## Question

In a CdTe crystal relaxed with its volume free, the three plane-wave cutoffs tried from 520 to 700 eV give the same volume change to within a tenth of a percentage point. The energy released agrees to within 1 meV per atom. At 350 eV the cell expands by 0.3 points less than at 700 eV and releases about 4 meV per atom less.

VASP 6.6.1, PBE with the recommended PAW potentials, without dispersion correction, spin polarisation or spin–orbit coupling. Two-atom primitive cell of CdTe (space group F-43m), with atomic positions, cell shape and volume all free to relax. The k mesh is 8 × 8 × 8, with Gaussian smearing of 0.02 eV.

| wave cutoff | volume change (%) | relaxed length a (Å) | energy drop per atom (meV) |
| --- | --- | --- | --- |
| 200 eV | ? | ? | ? |
| 250 eV | ? | ? | ? |
| 350 eV | 9.960 | 4.678 | 37.9 |
| 520 eV | 10.300 | 4.683 | 42.6 |
| 600 eV | 10.240 | 4.682 | 42.0 |
| 700 eV | 10.260 | 4.683 | 42.2 |

Wave cutoff is the highest kinetic energy of the plane waves in the basis. Volume change and energy drop per atom are counted from the starting cell, which is the same in every row. The relaxed lengths are edges of the two-atom primitive cell and follow the volume through its cube root.

One more fact is given. At 200 eV the computed volume moved by over fifteen percent, in a direction not revealed here; at 250 eV it moved by less than that. This is a hint taken from the withheld results, not a warning issued by the runs. Predict the volume change and the energy drop at 250 and 200 eV, with error bars.

## Model answer

**Why a coarse basis squeezes the crystal.** The relaxation keeps the set of plane waves chosen for the starting cell. When the cell grows, these waves stretch with it, and their kinetic energies fall as V^(−2/3), where V is the cell volume. The run started at 350 eV therefore ends with an effective cutoff of about 328 eV. Expansion makes the basis poorer and costs energy that a complete basis would not charge, and this acts as a false inward pressure, known as Pulay stress.

The total energies of the 350 and 700 eV runs fit this picture. At the start the 350 eV energy lies 1.5 meV per atom above the 700 eV one; at the end it lies 5.9 above. The basis error grew while the cell expanded. The same run reports almost no remaining pressure, but that is no reassurance, because the reported balance already contains the false part. A restart in the relaxed cell would test the explanation directly, and none is available.

**The balance.** The starting cell is too small for this functional, so the lattice pushes outward. The energy drop at 700 eV gives its stiffness, a bulk modulus B of about 37 GPa, through a second-order Birch–Murnaghan equation of state. The inward pressure is (2/3)(E/V)g, where E is the effective cutoff and g is the energy that the two-atom cell would gain per extra eV of cutoff. I assume that g falls exponentially with cutoff, roughly as it would for Gaussian-shaped orbitals.

Two anchors fix this exponential: the 350 eV row and the hint about the volume at 200 eV. The hint is read as a contraction, because the false pressure points inward, and it is taken at its floor of 15%.

**The estimate at 250 eV, worked through.**

1. At its starting size the cell is compressed by f = ½[(V₀/V)^(2/3) − 1], where V₀ is the relaxed volume at 700 eV. With V₀/V = 1.1026, f is 0.034. The outward pressure 3Bf(1 + 2f)^(5/2) is then a little over 4 GPa.
2. At 200 eV, a contraction by 15% raises the effective cutoff to 223 eV and the outward pressure to about 16 GPa, or 0.10 eV/Å³. Balance requires g = 1.5 × 0.10 × 56/223, about 38 meV per eV, with 56 Å³ as the shrunken volume.
3. The slightly small volume at 350 eV implies a false pressure of only 0.1 GPa, hence g of about 0.2 meV per eV. Between the two anchors g falls by a factor e roughly every 20 eV.
4. At 250 eV, 27 eV above the lower anchor, g is 38 × e^(−27/20), about 10 meV per eV. The inward pressure is (2/3) × (250/66) × 0.010 = 0.025 eV/Å³, which is about 4 GPa.

The two pressures nearly cancel at the starting size, so the cell should hardly move. Solving the balance properly gives +0.4%. If the 350 eV row is read from its missing energy instead of its volume, g there doubles and the answer becomes −1.2%. The forecast is the mean of the two.

**Forecasts.**

- **250 eV:** volume change near zero (−0.4%), give or take 8 points. Energy drop about 5 meV per atom, range 0 to 50. The model's own drop is almost nil, but a volume error in either direction would raise it.
- **200 eV:** contraction by about 18%, range 15 to 25%, because the hint sets only a floor. Energy drop about 0.45 eV per atom, the model's value at the 15% floor, with a wide range of 0.15 to 1.2.

A reader who saw only the gentle loss at 350 eV might instead expect the 250 eV cell to expand by almost 10% as well.

## Computed values

The withheld rows as computed:

| wave cutoff | volume change (%) | relaxed length a (Å) | energy drop per atom (meV) |
| --- | --- | --- | --- |
| 200 eV | -15.190 | 4.290 | 528.5 |
| 250 eV | 0.420 | 4.539 | 0.2 |

At 250 eV the volume changes by +0.4%, within one point of the forecast. Carrying the 350 eV value downwards would have missed by 9.5 points. The energy drop is only 0.2 meV per atom. It lies inside the range, but the model's own near-zero value was better than the 5 meV put forward.

At 200 eV the cell does contract, by 15.2%. The forecast of 18% was almost 3 points too deep, and the result lies only just inside the range. The energy drop of 528.5 meV per atom exceeds the model's 455.6 by about 73. The assumed exponential, the way the 350 eV row was read and the assumed equation of state can all contribute to that gap, and these runs do not separate them.

## Remarks on the reasoning

**What the hits prove.** At 200 eV the volume change tested little beyond its direction, since the hint, drawn from the withheld result itself, had already supplied most of its size. The 250 eV row was not used to set the model, but it lies between the two anchors, so its success is an interpolation. It also owes something to chance: the true contraction at 200 eV happened to sit almost exactly at the floor used as an anchor. Had the model been anchored at the forecast 18%, it would have predicted more contraction at 250 eV.

**The dangerous row is 250 eV.** A contraction by 15% draws attention to itself, even though the run ended as converged and without a warning. A cell that barely moves and releases almost no energy looks like a starting structure that was right from the beginning. The converged rows show that with PBE this same structure expands by 10%, part of which is the functional's usual overestimate of the volume. On the model's reading, two pressures of about 4 GPa have cancelled, and neither the volume change nor the energy drop betrays it.

**A large energy drop is no sign of a better relaxation.** The drop at 200 eV is more than ten times the converged one, although the cell moved the wrong way. By shrinking, the crystal shortens the waves of its fixed set, which raises the effective cutoff and repairs part of the basis error. That gain outweighs the elastic cost of compression. The drop is real within this basis, but it is not a property of CdTe.

Total energies mislead here as well. The relaxed 200 eV cell ends about 155 meV per atom below the 700 eV one, which a poorer basis alone should not allow. The likely reason is that VASP corrects the energy for the basis error of the free atoms at the input cutoff. That correction is expected to become too large once shrinking has raised the effective cutoff.

**Why the trouble arrives so suddenly.** The calculation treats the compact 4d electrons of cadmium explicitly. Compact electrons need short waves, so these are the expected main source of the basis error, though no run here isolates them. Once the cutoff is too low for them the error climbs steeply, because an exponential multiplies it with every equal step down. Each VASP potential file lists a recommended cutoff, ENMAX, and both revealed rows are expected to lie below the one for cadmium. Silicon, with only s and p valence electrons and a stiffer lattice, is expected to keep a sound volume to lower cutoffs. Compact electrons in a soft lattice are the combination to watch.

**What to do in practice.** The useful check is to raise the cutoff and see whether the volume follows. Restarting from the relaxed cell rebuilds the basis and is good practice after a large change of volume. At 250 eV, however, the cell has hardly changed, so the rebuilt basis would be nearly the same and the false balance would largely survive. In this series 520 eV is enough for both quantities; the rows are a selection that leaves out failed and known faulty runs, and none lies between 350 and 520 eV, so the lowest safe value is not known.

The printed analysis that follows gives the pressures and effective cutoffs row by row. Among the rows from 520 to 700 eV the implied pressures are no larger than the pressure of up to 0.02 GPa left at the end of these runs, so their signs carry no meaning.

The analysis program printed:

```
bulk modulus from the 700 eV energy drop, GPa: 36.56
model volume change at 250 eV, 350 eV row read from its volume, percent: 0.417
model volume change at 250 eV, 350 eV row read from its energy drop, percent: -1.196
forecast volume change at 250 eV, mean of both readings, percent: -0.3894
forecast energy drop at 200 eV, meV per atom: 455.6
miss of volume change at 250 eV, forecast less computed, points: -0.8094
miss of volume change at 200 eV, forecast of minus 18 less computed, points: -2.81
miss of energy drop at 250 eV, forecast of 5 less computed, meV per atom: 4.8
miss of energy drop at 200 eV, forecast less computed, meV per atom: -72.85
miss of the baseline at 250 eV, 350 eV volume change less computed, points: 9.54
settling and the model's reading of each relaxed cell:
     row  volume change less 700 eV row in points  drop less 700 eV row in meV per atom  effective cutoff at the end in eV  inward pressure implied by the volume in GPa
  200 eV                                   -25.45                                 486.3                              223.2                                         16.24
  250 eV                                    -9.84                                   -42                              249.3                                         4.121
  350 eV                                     -0.3                                  -4.3                              328.5                                        0.1002
  520 eV                                     0.04                                   0.4                              487.1                                      -0.01325
  600 eV                                    -0.02                                  -0.2                              562.2                                      0.006635
  700 eV                                        0                                     0                              655.9                                             0
```
